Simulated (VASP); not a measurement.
Wanted: the native input for a VASP 6.6.1 run.

```
Task                   : single point
Functional             : PBEsol
Potentials or basis    : VASP PAW PBE potentials, release 64 (Fe, C)
Cutoff                 : 450 eV
k mesh                 : 3 × 5 × 5
Occupations            : gaussian, width 0.03 eV
Spin                   : collinear spin, ferromagnetic start
Starting moments       : [2.0, 0.0, 0.0, 0.0, 0.0, 0.0, 0.0, 0.0, 0.0, 0.0, 0.0, 0.0, 0.0, 0.0, 0.0, 0.0, 0.0, 0.0, 0.0, 0.0, 0.0, 0.0, 0.0, 0.0] μB
Fixed moment           : 2 μB
Hubbard terms          : Fe d U = 4 eV
Dq                     : 0
Further INCAR settings : LREAL = Auto; ALGO = Normal; EDIFF = 1e-05; NBANDS = 72; ISYM = 0
```

The structure of FeC23 (a cell with a defect) lies in POSCAR:

```
FeC23                                   
1.0
    0.0000000000      5.3503200000      5.3503200000
    3.5668800000      0.0000000000      3.5668800000
    3.5668800000      3.5668800000      0.0000000000
  Fe              C             
     1    23
Direct
     0.9941058467399687    0.0015947658391175    0.0015448538433791
     0.0004883876997670    0.0014471682375785    0.4975683943260661
     0.0005476052945744    0.4997632162095548    0.9991406163799518
     0.9999976832203495    0.5012175752377711    0.4995071355687417
     0.3324180758588697    0.0031494456080440    0.0010954708539399
     0.3387264240270494    0.0003939947072307    0.4904617664097872
     0.3389530145418347    0.4920346277996709    0.9985002774880773
     0.3319636770786374    0.5019783217182475    0.4998937598305562
     0.6679376726589238    0.0000868516379036    0.9978376726843389
     0.6591580069041912    0.0046654305227447    0.5064825312208954
     0.6591594258937805    0.5088218547967065    0.0023608575180629
     0.6670083656059919    0.5012646618836702    0.4990404454880168
     0.0937973054538472    0.1378256815084123    0.1354485614493706
     0.0968485534248469    0.1369901626925187    0.5805702722297019
     0.0973762120466274    0.5810202228855597    0.1354031434087954
     0.0840258749201532    0.6259469326372622    0.6237371020737916
     0.4259282867332579    0.1188673598511941    0.1170958771385432
     0.4120777119750750    0.1271204739727574    0.6300466760684755
     0.4120871829167793    0.6320874194749573    0.1251052776357894
     0.4176361822661977    0.6248178531677745    0.6228641058263200
     0.7110726643228823    0.1479545414421940    0.1452868711012672
     0.7504663538487540    0.1275323372202658    0.6237656344151588
     0.7505575313040213    0.6261154113823674    0.1251889915224966
     0.7475969552636004    0.6276146895664940    0.6253587055184778
```

One way to write it, as run:

INCAR

```
ALGO = Normal ; EDIFF = 1E-5
ENCUT = 450 ; GGA = PS
ISIF = 2 ; ISMEAR = 0
ISPIN = 2 ; ISYM = 0
KPAR = 4 ; LASPH = True
LCHARG = False ; LDAU = True
LDAUJ = 0 0 ; LDAUL = 2 -1
LDAUPRINT = 1 ; LDAUTYPE = 2
LDAUU = 4 0 ; LMAXMIX = 4
LORBIT = 11 ; LREAL = Auto
LWAVE = False ; MAGMOM = 2 0 0 0 0 0 0 0 0 0 0 0 0 0 0 0 0 0 0 0 0 0 0 0
NBANDS = 72 ; NELM = 120
NUPDOWN = 2 ; PREC = Accurate
SIGMA = 0.03
```

KPOINTS

```
k-points
0
Gamma
  3 5 5
```

Potentials or basis: VASP PAW PBE potentials, release 64 (Fe, C).

The run is started by

```console
$ cat potpaw_PBE.64/Fe/POTCAR potpaw_PBE.64/C/POTCAR > POTCAR
$ mpirun -np 4 vasp_std > vasp.out
```

It gave:

```json
{
  "Largest force": "0.129 eV/Å",
  "Net moment": "2.00 μB per cell",
  "Site moments": "Fe +1.82; C +0.01, +0.02, +0.00, -0.00, -0.04, -0.03 μB",
  "Valence electrons inside the program's atomic spheres": "Fe 8.80; C 2.60, 2.58, 2.62, 2.59, 2.61, 2.67, 2.65, 2.57, 2.68, 2.55"
}
```

Caveat: the PAW data sets were made with another functional, which shifts forces and pressure a little; the total moment is fixed, so each spin has its own Fermi level; the U is typed as a test and isn't derived for this compound.

Wall time 4.3 min on 4 MPI ranks on Intel(R) Xeon(R) 6975P-C (Granite Rapids) (shared host), peak memory 0.54 GiB a rank.
